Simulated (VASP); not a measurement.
Data:

```yaml
crystal:
  lattice:
    - [0.00000, 4.21892, 4.21892]
    - [4.21892, 0.00000, 4.21892]
    - [4.21892, 4.21892, 0.00000]
  atoms:
    - { symbol: Ca, position: [0.00000, 0.00000, 0.00000] }
    - { symbol: Sn, position: [0.50000, 0.50000, 0.50000] }
    - { symbol: F, position: [0.73394, 0.73394, 0.26606] }
    - { symbol: F, position: [0.26606, 0.26606, 0.73394] }
    - { symbol: F, position: [0.26606, 0.73394, 0.73394] }
    - { symbol: F, position: [0.73394, 0.26606, 0.26606] }
    - { symbol: F, position: [0.73394, 0.26606, 0.73394] }
    - { symbol: F, position: [0.26606, 0.73394, 0.26606] }
```

Computed with PBEsol GGA, VASP's PBE PAW potentials (set 64) (plane waves; VASP). Run with 400 eV cut-off, 5×5×5 Γ-centred mesh, Fermi-Dirac smearing of 0.050 eV, potentials Ca_sv Sn_d F.

At this cut-off the stress carries a Pulay error, which pulls relaxed volumes low. Unless said otherwise, spin-orbit coupling is left out, though it shifts the bands of the heavy elements here.

Task: What does the run give for the energy per atom (σ→0), pressure, largest force, band gap (on the k-mesh) with the smallest direct gap where there is one?

Result: 
- band gap (on the k-mesh): 5.66 eV
- smallest direct gap (on the k-mesh): 5.66 eV
- energy per atom (σ→0): -5339 meV/atom
- pressure: -6.84 GPa
- largest force: 0.142 eV/Å

Only differences to runs with the same potentials and settings are physical.

The structure comes from a computed database's CaSnF6 entry; how it stands against other phases isn't given here. The cell was not relaxed at this level.
